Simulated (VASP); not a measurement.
Here is the system:

```xyz
2
Lattice="0.0000 2.8095 2.8095 2.8095 0.0000 2.8095 2.8095 2.8095 0.0000" Properties=species:S:1:pos:R:3 pbc="T T T"
Zn     5.6190     2.8095     2.8095
Se     1.4047     1.4047     1.4047
```

All values below come from PW91 GGA, VASP's PBE PAW potentials (set 64) (plane waves; VASP 6.6.1). Numerical set-up: 520 eV cut-off, 8×8×8 Γ-centred mesh, Gaussian smearing of 0.050 eV, potentials Zn Se.

Question: Give the stress tensor in GPa (positive for a compressed cell).

Answer: 
```
4.10  0.00  0.00
0.00  4.10  0.00
0.00  0.00  4.10
```
The pressure is its mean diagonal, 4.10 GPa.

The compound is ZnSe in the zinc blende structure. This cell is one point of a volume scan, at 0.94 of the reference volume.
